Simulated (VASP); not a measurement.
Set up this calculation in VASP 6.6.1, as the native input.

```yaml
Task: single point
Functional: PBE
Potentials_or_basis: VASP PAW PBE potentials, release 64 (B, W_sv)
Cutoff: 520 eV
k_mesh: 15 × 15 × 15
Occupations: gaussian, width 0.1 eV
Spin: no spin polarisation
Dipole_correction: no
Further_INCAR_settings: ALGO = Fast; EDIFF = 1e-07; NBANDS = 30
```

The structure of B5W2 lies in POSCAR:

```
B5W2
1.0
    1.5475416909      0.8934736118      7.1332836439
   -1.5475416909      0.8934736118      7.1332836439
    0.0000000000     -1.7869472236      7.1332836439
B W
5 2
Direct
    0.1852275398      0.1852275398      0.1852275398
    0.8147724602      0.8147724602      0.8147724602
    0.3310295727      0.3310295727      0.3310295727
    0.6689704273      0.6689704273      0.6689704273
    0.5000000000      0.5000000000      0.5000000000
    0.0767644372      0.0767644372      0.0767644372
    0.9232355628      0.9232355628      0.9232355628
```

These files were run (other wordings do the same):

INCAR

```
PREC     = Accurate       # precision mode
ENCUT    = 520            # plane-wave cutoff, eV
EDIFF    = 1E-7           # SCF threshold, eV
ISMEAR   = 0              # smearing method
SIGMA    = 0.1            # smearing width, eV
LREAL    = F              # projectors in reciprocal space
LASPH    = T              # aspherical terms in the spheres
NELM     = 60             # most SCF steps
ALGO     = Fast           # electronic algorithm
ISIF     = 2              # what is computed and relaxed
LWAVE    = F              # write WAVECAR
LCHARG   = T              # write CHGCAR
GGA      = PE             # functional
LELF     = T              # ELF
LVHAR    = T            
NBANDS   = 30             # bands
```

KPOINTS

```
regular mesh
0
Gamma
  15 15 15
```

Potentials or basis: VASP PAW PBE potentials, release 64 (B, W_sv).

Command:

```bash
$ cat potpaw_PBE.64/B/POTCAR potpaw_PBE.64/W_sv/POTCAR > POTCAR
$ mpirun -np 1 vasp_std > vasp.out
```

It gave:

The pressure is 0.5 GPa and the largest force is 0.004 eV/Å. The band gap on the k mesh is none (metal or under the smearing width).

Wall time 32 min on 1 thread of Intel(R) Xeon(R) 6975P-C (Granite Rapids) (shared host), peak memory 0.79 GiB.
